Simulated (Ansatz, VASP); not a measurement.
## HfO2 (amorphous HfO2) in two plane-wave programs

Wanted: the spread between two codes on one cell, functional and k mesh. The structure shown is the start of the Ansatz relaxation below; VASP solves that cell, so the two are compared at the walk's first step.

Program: Ansatz 0.2.0. Level of theory: plane waves, with VASP 6.6.1 beside it; single point at PBE. Results are calculated unless marked as measured.

### Step 1. The starting structure

The cell holds 66 atoms: 22 Hf and 44 O. Its edges and angles: a = 9.594 Å, b = 9.594 Å, c = 9.594 Å, α = 90.0°, β = 90.0°, γ = 90.0°. As first built, before any earlier steps moved the atoms (in the runner's words): 66 atoms (22 Zr, 44 O) placed at random at 5.13 g/cm^3, melted at 5000 K for 10 ps at fixed volume with the Morse and Coulomb pair potential with partial charges (Pedone, Malavasi, Menziani, Cormack and Segre, J. Phys. Chem. B 110, 11780 (2006)). Quenched from 5000 K to 300 K at 5 K/ps and fixed volume, held 10 ps at zero pressure, then minimised at fixed cell. Then Zr was replaced by Hf and the cell scaled by 1.008 (the potential has no terms for the new elements, so the cell is a start for a DFT relaxation).

### Step 2. Ansatz: relaxation, PBE

Ansatz runs on its PAW soft_1 files.

The two programs are compared at the cell with which this relaxation starts, whose forces are those of its first step.

Contents of input.yaml:

```yaml
crystal:
  lattice:
    - [9.59408, 0.0, 0.0]
    - [0.0, 9.59408, 0.0]
    - [0.0, 0.0, 9.59408]
  atoms:
    - { symbol: Hf, position: [0.75512, 0.05964, 0.40088] }
    - { symbol: Hf, position: [0.18634, 0.64302, 0.4024] }
    - { symbol: Hf, position: [0.91297, 0.00141, 0.99765] }
    - { symbol: Hf, position: [0.69898, 0.29903, 0.08288] }
    - { symbol: Hf, position: [0.59667, 0.91707, 0.12826] }
    - { symbol: Hf, position: [0.8584, 0.22202, 0.73202] }
    - { symbol: Hf, position: [0.33156, 0.11226, 0.02566] }
    - { symbol: Hf, position: [0.0006, 0.54178, 0.72447] }
    - { symbol: Hf, position: [0.98686, 0.90385, 0.62168] }
    - { symbol: Hf, position: [0.15131, 0.05348, 0.32386] }
    - { symbol: Hf, position: [0.48884, 0.55892, 0.01183] }
    - { symbol: Hf, position: [0.33162, 0.74481, 0.69641] }
    - { symbol: Hf, position: [0.44321, 0.10371, 0.62098] }
    - { symbol: Hf, position: [0.59139, 0.43174, 0.65868] }
    - { symbol: Hf, position: [0.43905, 0.3104, 0.34974] }
    - { symbol: Hf, position: [0.13735, 0.42498, 0.13765] }
    - { symbol: Hf, position: [0.59366, 0.66286, 0.38646] }
    - { symbol: Hf, position: [0.8948, 0.38754, 0.37156] }
    - { symbol: Hf, position: [0.673, 0.80752, 0.74194] }
    - { symbol: Hf, position: [0.188, 0.79614, 0.068] }
    - { symbol: Hf, position: [0.26894, 0.34212, 0.77615] }
    - { symbol: Hf, position: [0.87422, 0.60826, 0.09965] }
    - { symbol: O, position: [0.5631, 0.69832, 0.16393] }
    - { symbol: O, position: [0.38514, 0.90551, 0.06803] }
    - { symbol: O, position: [0.32663, 0.15702, 0.24042] }
    - { symbol: O, position: [0.73447, 0.25691, 0.28994] }
    - { symbol: O, position: [0.90826, 0.3952, 0.14583] }
    - { symbol: O, position: [0.22852, 0.54967, 0.72212] }
    - { symbol: O, position: [0.484, 0.90134, 0.67225] }
    - { symbol: O, position: [0.55327, 0.12664, 0.05739] }
    - { symbol: O, position: [0.38947, 0.67743, 0.48318] }
    - { symbol: O, position: [0.71568, 0.88952, 0.93993] }
    - { symbol: O, position: [0.63505, 0.87545, 0.3473] }
    - { symbol: O, position: [0.8648, 0.22331, 0.51708] }
    - { symbol: O, position: [0.20312, 0.82572, 0.85263] }
    - { symbol: O, position: [0.9655, 0.79909, 0.05308] }
    - { symbol: O, position: [0.01937, 0.53755, 0.94459] }
    - { symbol: O, position: [0.46741, 0.4205, 0.84021] }
    - { symbol: O, position: [0.80408, 0.43561, 0.71152] }
    - { symbol: O, position: [0.2484, 0.0615, 0.52122] }
    - { symbol: O, position: [0.78706, 0.58429, 0.30645] }
    - { symbol: O, position: [0.20332, 0.83648, 0.28588] }
    - { symbol: O, position: [0.96866, 0.97627, 0.41703] }
    - { symbol: O, position: [0.82586, 0.19662, 0.94474] }
    - { symbol: O, position: [0.63175, 0.21413, 0.69982] }
    - { symbol: O, position: [0.54354, 0.13246, 0.43337] }
    - { symbol: O, position: [0.50031, 0.69531, 0.84122] }
    - { symbol: O, position: [0.79278, 0.01355, 0.17941] }
    - { symbol: O, position: [0.28177, 0.59691, 0.06227] }
    - { symbol: O, position: [0.14374, 0.76955, 0.57517] }
    - { symbol: O, position: [0.23358, 0.3047, 0.9917] }
    - { symbol: O, position: [0.05786, 0.60603, 0.22876] }
    - { symbol: O, position: [0.70475, 0.51029, 0.99934] }
    - { symbol: O, position: [0.12161, 0.02728, 0.08707] }
    - { symbol: O, position: [0.05719, 0.3226, 0.73584] }
    - { symbol: O, position: [0.3903, 0.31998, 0.58764] }
    - { symbol: O, position: [0.76925, 0.95575, 0.60604] }
    - { symbol: O, position: [0.07045, 0.26142, 0.2995] }
    - { symbol: O, position: [0.50888, 0.39074, 0.15313] }
    - { symbol: O, position: [0.34209, 0.13687, 0.80997] }
    - { symbol: O, position: [0.01937, 0.51852, 0.50111] }
    - { symbol: O, position: [0.96797, 0.03565, 0.78742] }
    - { symbol: O, position: [0.2762, 0.45786, 0.31755] }
    - { symbol: O, position: [0.57952, 0.44762, 0.44094] }
    - { symbol: O, position: [0.63944, 0.64572, 0.60335] }
    - { symbol: O, position: [0.89087, 0.73518, 0.72795] }
kpoints:
  mp_grid: { grid: [1, 1, 1] }
hamiltonian:
  xc: pbe
  pseudopotentials: { kind: paw, azcp: { folder: soft_1 } }
scf:
  occupations: { method: fixed }
output:
  forces: true
relax:
  f_tol: 0.05
  max_steps: 150
  cell: {}
```

Command:

```bash
$ ansatz run input.yaml --threads 4 --pin off --max-ram 8192MiB --backend cpu --events-out ev --progress --plain --runs-dir out
```

Numbers of over 12 decimals in the logs are rounded to 6 here.

Output:

```text
Engine: ansatz 0.2.0, x86_64-unknown-linux-gnu
Pseudopotentials: kind: paw
Pseudopotential: Hf, paw, valence charge 26, recommended cutoff 420 eV (normal), soft_1/Hf.paw.azcp
Pseudopotential: O, paw, valence charge 6, recommended cutoff 420 eV (normal), soft_1/O.paw.azcp
Functional definition: PBE
  parameter kappa = 0.804
  parameter beta = 0.066725
  exchange = pbe_x(kappa = kappa, mu = beta*pi^2/3)
  correlation = pbe_c(beta = beta)
Crystal: 66 atoms, lattice volume = 883.100 Å³
Basis set: ecut = 420 eV, 17269 PW (Γ), exchange–correlation on 144×144×144 points (8 copies of the dense FFT grid, shifted against one another)
Bands: 502, of which v1, the nominal top of the filled ones, is band 418 counted from 1 (417 counted from 0)
Symmetry: 1 space group operations
Space group: P1 (ITA 1), of the structure as read, at distance tolerance 9.6e-5 Å
k-points: 1
Non-local potential: Hf, projectors of the file, l = 0: 3, l = 1: 2, l = 2: 2, l = 3: 3
Non-local potential: O, projectors of the file, l = 0: 2, l = 1: 2, l = 2: 1
PAW form: soft (Blöchl's): semilocal exchange-correlation on the pseudo side does not see the compensation charge
PAW one-centre angular grid: Hf, 590 points (default); XC on 64 Gauss nodes
PAW one-centre angular grid: O, 110 points (default); XC on 64 Gauss nodes
Initial density: superposition of atomic densities (chi_scale 0.1, normalization cell, long waves kept (reshape's long-wave potential 0.06 eV rms))
Initial wavefunctions: pseudopotential atomic-orbital guess
Functional: x = pbe(κ = 0.804, μ = 0.219515), c = pbe(β = 0.066725)
SCF iter   1: F=—  HF=-370979.035358 eV  |F-HF|=—  |Δ(HF+E_count)|=         —  Δρ=8.35e-2  dr2=5.24e1  ethr=3.10e-3  ⟨swp⟩=4.0  Hψ=1302  notcnv=0  defer=80
preconditioner: auto → Resta (q_TF=auto, 2.703 Å⁻¹)  ε∞=4.6  [insulator: Δε(μ)=2.874 eV  Ē_g=18.618 eV  n_scr=304 (ndim 8)  ℏωp=35.2 eV  f_vac=0.053  ε∞_Penn≈4.6]
SCF iter   2: F=—  HF=-370967.541122 eV  |F-HF|=—  |Δ(HF+E_count)|=    1.15e1  Δρ=3.94e-2  dr2=1.36e1  ethr=3.10e-3  ⟨swp⟩=2.0  Hψ=981  notcnv=0  defer=79
SCF iter   3: F=—  HF=-370964.320410 eV  |F-HF|=—  |Δ(HF+E_count)|=    3.22e0  Δρ=2.27e-2  dr2=4.23e0  ethr=1.63e-3  ⟨swp⟩=2.0  Hψ=739  notcnv=0  defer=80
SCF iter   4: F=—  HF=-370963.565584 eV  |F-HF|=—  |Δ(HF+E_count)|=   7.55e-1  Δρ=7.26e-3  dr2=3.70e-1  ethr=5.06e-4  ⟨swp⟩=3.0  Hψ=982  notcnv=0  defer=82
SCF iter   5: F=—  HF=-370963.798688 eV  |F-HF|=—  |Δ(HF+E_count)|=   2.33e-1  Δρ=5.65e-3  dr2=2.55e-1  ethr=4.43e-5  ⟨swp⟩=3.0  Hψ=757  notcnv=0  defer=82
SCF iter   6: F=—  HF=-370963.751854 eV  |F-HF|=—  |Δ(HF+E_count)|=   4.68e-2  Δρ=1.19e-3  dr2=1.43e-2  ethr=3.05e-5  ⟨swp⟩=2.0  Hψ=825  notcnv=0  defer=82
SCF iter   7: F=—  HF=-370963.766568 eV  |F-HF|=—  |Δ(HF+E_count)|=   1.47e-2  Δρ=7.57e-4  dr2=5.14e-3  ethr=1.71e-6  ⟨swp⟩=2.0  Hψ=977  notcnv=0  defer=82
SCF iter   8: F=—  HF=-370963.768013 eV  |F-HF|=—  |Δ(HF+E_count)|=   1.44e-3  Δρ=3.27e-4  dr2=1.14e-3  ethr=6.15e-7  ⟨swp⟩=2.0  Hψ=843  notcnv=0  defer=82
SCF iter   9: F=—  HF=-370963.768932 eV  |F-HF|=—  |Δ(HF+E_count)|=   9.19e-4  Δρ=1.08e-4  dr2=1.55e-4  ethr=1.36e-7  ⟨swp⟩=2.0  Hψ=750  notcnv=0  defer=80
SCF iter  10: F=—  HF=-370963.769084 eV  |F-HF|=—  |Δ(HF+E_count)|=   1.52e-4  Δρ=1.13e-4  dr2=1.01e-4  ethr=1.86e-8  ⟨swp⟩=2.0  Hψ=841  notcnv=0  defer=79
SCF iter  11: F=—  HF=-370963.769193 eV  |F-HF|=—  |Δ(HF+E_count)|=   1.09e-4  Δρ=2.23e-5  dr2=5.11e-6  ethr=1.20e-8  ⟨swp⟩=2.0  Hψ=753  notcnv=0  defer=79
SCF iter  12: F=—  HF=-370963.770676 eV  |F-HF|=—  |Δ(HF+E_count)|=   1.48e-3  Δρ=1.85e-5  dr2=2.75e-6  ethr=6.11e-10  ⟨swp⟩=2.0  Hψ=839  notcnv=0  defer=79
SCF iter  13: F=—  HF=-370963.770676 eV  |F-HF|=—  |Δ(HF+E_count)|=   7.01e-8  Δρ=6.21e-6  dr2=3.28e-7  ethr=3.29e-10  ⟨swp⟩=2.0  Hψ=753  notcnv=0  defer=79
SCF iter  14: F=-370963.770676 eV  HF=-370963.770676 eV  |F-HF|=3.77e-8  |Δ(HF+E_count)|=   2.89e-7  Δρ=2.82e-6  dr2=6.71e-8  ethr=1.20e-11  ⟨swp⟩=5.0  Hψ=2046  notcnv=0
SCF 1 converged in 14 iterations: F = -370963.770676 eV  dr2 = 6.71e-8
  greatest PAW one-centre occupation: 0.999 electrons in one spin orbital (limit 2), on the Hf atom at site 10 (counted from 0), in its partial waves of l = 0
relax step   1: F+E_penalty+E_count = -370963.77067606 eV  Δ(F+E_penalty+E_count) = +0.000e0 eV  max|allowed force component| = 1.579e0 eV/Å  Δτ_max = 0.0000 Å  P = -7.451 GPa  Ω = 883.100 Å³  (14 SCF iters, dr2 threshold 1.00e-7 eV, accepted)
Crystal: 66 atoms, lattice volume = 840.253 Å³
Basis set: ecut = 420 eV, 16423 PW (Γ), exchange–correlation on 144×144×144 points (8 copies of the dense FFT grid, shifted against one another)
Initial density: handed on by an earlier stage of this run
Initial wavefunctions: those handed on with the density
iter 1 solved again at ethr=1.88e-4 eV; its pass at ethr=3.10e-3 eV (dr2=1.57e0 eV) is discarded
[...]
atom  16  Hf     0.00503037    -0.00237449    -0.00938766
  atom  17  Hf    -0.01016360     0.00357734     0.00892227
  atom  18  Hf     0.00195098    -0.00056324     0.00755608
  atom  19  Hf     0.00689639     0.01207800     0.00501996
  atom  20  Hf     0.00024708    -0.00005565    -0.00247970
  atom  21  Hf    -0.00179013    -0.00262440    -0.00693636
  atom  22  Hf     0.00735163     0.00405828     0.00030882
  atom  23  O      0.00186461    -0.00204903    -0.00174616
  atom  24  O      0.00264146     0.00169216     0.00275627
  atom  25  O      0.00100848     0.00745112     0.00395962
  atom  26  O     -0.00076262     0.00430370    -0.00530780
  atom  27  O     -0.00475070     0.00235843    -0.00294802
  atom  28  O      0.00328281     0.00144270    -0.00776312
  atom  29  O     -0.00024656    -0.00486091    -0.00015638
  atom  30  O      0.00083358    -0.00110035    -0.00352626
  atom  31  O      0.00209898    -0.00320562     0.00233970
  atom  32  O      0.00474883    -0.00510143    -0.00503458
  atom  33  O     -0.00149832    -0.00441455     0.00144288
  atom  34  O     -0.00040885    -0.00355856     0.00082840
  atom  35  O     -0.00903112     0.00269842     0.01296095
  atom  36  O     -0.00310866    -0.00363504    -0.00058075
  atom  37  O     -0.00067604    -0.00249700    -0.00960078
  atom  38  O      0.00270071     0.00604250    -0.00228334
  atom  39  O     -0.00339454    -0.00557204    -0.00150652
[...]
atom  59  O     -0.00233336     0.00003616    -0.00339351
  atom  60  O     -0.00128799     0.00625487     0.00405565
  atom  61  O     -0.00027123    -0.00256006     0.00006026
  atom  62  O     -0.00152530     0.00531436    -0.00710387
  atom  63  O      0.00335090    -0.00060885    -0.00085085
  atom  64  O     -0.00176980    -0.00369530     0.00129219
  atom  65  O      0.00055378     0.00462137    -0.00078054
  atom  66  O     -0.00018381     0.00212972     0.00447766
  max |Σ_I F_I| component: 1.09e-5 eV/Å
--- Stress (GPa, compression-positive) ---
       -0.023151      -0.003287      -0.003900
       -0.003287      -0.014692      -0.010732
       -0.003900      -0.010732      -0.005268
  P = ⅓ Tr σ = -0.0144 GPa (-0.144 kbar)
--- Relaxed structure (9 steps of the walk, 9 accepted, 2 SCFs on fresh bases) ---
  F+E_penalty+E_count = -370966.36511911 eV   max|allowed force component| = 1.322e-2 eV/Å   (the final SCF, on the basis selected at the relaxed cell)
  cell:  # Å, volume = 845.5888 Å³
    - [9.300355, -0.195729, -0.042502]
    - [-0.195729, 9.642365, 0.206090]
    - [-0.042502, 0.206090, 9.437821]
  atoms:
    - { symbol: Hf, position: [0.745326, 0.058599, 0.398044] }
    - { symbol: Hf, position: [0.187886, 0.641729, 0.401428] }
    - { symbol: Hf, position: [0.916412, 0.00613093, 0.998290] }
    - { symbol: Hf, position: [0.704768, 0.287981, 0.089388] }
    - { symbol: Hf, position: [0.597897, 0.912937, 0.115627] }
    - { symbol: Hf, position: [0.854111, 0.227894, 0.729536] }
    - { symbol: Hf, position: [0.333017, 0.111745, 0.031755] }
    - { symbol: Hf, position: [0.00627498, 0.560958, 0.729515] }
    - { symbol: Hf, position: [1.000670, 0.916136, 0.625058] }
    - { symbol: Hf, position: [0.148318, 0.043132, 0.328113] }
    - { symbol: Hf, position: [0.497684, 0.553891, 0.00635062] }
    - { symbol: Hf, position: [0.326414, 0.746715, 0.707219] }
    - { symbol: Hf, position: [0.425312, 0.098300, 0.623002] }
    - { symbol: Hf, position: [0.594410, 0.427275, 0.660564] }
    - { symbol: Hf, position: [0.434877, 0.315784, 0.347589] }
    - { symbol: Hf, position: [0.139633, 0.427019, 0.132192] }
    - { symbol: Hf, position: [0.604959, 0.663619, 0.393168] }
    - { symbol: Hf, position: [0.910492, 0.375539, 0.377271] }
    - { symbol: Hf, position: [0.678834, 0.813081, 0.738551] }
    - { symbol: Hf, position: [0.178194, 0.779437, 0.067614] }
    - { symbol: Hf, position: [0.261672, 0.341245, 0.772989] }
    - { symbol: Hf, position: [0.856262, 0.608886, 0.107943] }
    - { symbol: O, position: [0.611419, 0.695450, 0.134898] }
    - { symbol: O, position: [0.381694, 0.903616, 0.070457] }
    - { symbol: O, position: [0.324555, 0.155142, 0.246388] }
    - { symbol: O, position: [0.727168, 0.259415, 0.298842] }
    - { symbol: O, position: [0.912831, 0.401042, 0.151842] }
    - { symbol: O, position: [0.234243, 0.549824, 0.734893] }
    - { symbol: O, position: [0.484529, 0.904454, 0.667159] }
    - { symbol: O, position: [0.551072, 0.125950, 0.054605] }
    - { symbol: O, position: [0.390531, 0.677184, 0.476012] }
    - { symbol: O, position: [0.716098, 0.904481, 0.931728] }
    - { symbol: O, position: [0.626175, 0.875137, 0.337280] }
    - { symbol: O, position: [0.872719, 0.211859, 0.516625] }
    - { symbol: O, position: [0.202070, 0.823700, 0.848957] }
    - { symbol: O, position: [0.952390, 0.802142, 0.053550] }
    - { symbol: O, position: [0.021270, 0.554229, 0.947493] }
    - { symbol: O, position: [0.467766, 0.424902, 0.833838] }
    - { symbol: O, position: [0.808332, 0.440532, 0.701865] }
    - { symbol: O, position: [0.219343, 0.033141, 0.537600] }
    - { symbol: O, position: [0.795233, 0.578486, 0.316948] }
    - { symbol: O, position: [0.197047, 0.837250, 0.288447] }
    - { symbol: O, position: [0.957152, 0.969533, 0.415441] }
    - { symbol: O, position: [0.831807, 0.201370, 0.945726] }
    - { symbol: O, position: [0.627955, 0.221910, 0.699489] }
    - { symbol: O, position: [0.532519, 0.128372, 0.440483] }
[...]
- { symbol: O, position: [0.508746, 0.383795, 0.152812] }
    - { symbol: O, position: [0.331761, 0.136970, 0.814945] }
    - { symbol: O, position: [0.032382, 0.507701, 0.500314] }
    - { symbol: O, position: [0.978185, 0.045766, 0.786678] }
    - { symbol: O, position: [0.274167, 0.455123, 0.313754] }
    - { symbol: O, position: [0.574258, 0.449860, 0.445373] }
    - { symbol: O, position: [0.653162, 0.654104, 0.598422] }
    - { symbol: O, position: [0.892741, 0.747675, 0.731836] }
```

(Part 1 of 2 ends here.)

[Lines on the potential files, build, host, timing and source positions are cut from VASP's logs without a mark.]

[Logs are printed without paths, hosts, clocks, repeated set-up lines and the standing remarks that a program may print on its own settings, such as how far it seeks lower states.]

[Hosts, paths, dates, database ids (printed as entryN), source tags and the programs' standing remarks are cut or masked in the printed files.]
